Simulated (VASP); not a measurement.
Given:

```xyz
2
Lattice="0.0000 2.8806 2.8806 2.8806 0.0000 2.8806 2.8806 2.8806 0.0000" Properties=species:S:1:pos:R:3 pbc="T T T"
Ga     0.0000     0.0000     0.0000
As     1.4403     1.4403     1.4403
```

All values below come from PBE GGA, VASP's PBE PAW potentials (set 64) (plane waves; VASP). Run with 480 eV cut-off, 7×7×7 Γ-centred mesh, Gaussian smearing of 0.050 eV, potentials Ga As.

### Question
What does the run give for the energy per atom (σ→0), band gap (on the k-mesh) with the smallest direct gap where there is one?

### Answer

The band gap (on the k-mesh) comes out as 0.16 eV, the smallest direct gap (on the k-mesh) comes out as 0.16 eV and the energy per atom (σ→0) comes out as -4.139 eV/atom.

The compound is GaAs in the zinc blende structure. It was relaxed first, which changed the volume by +6 %. The start is the result of an earlier pass.
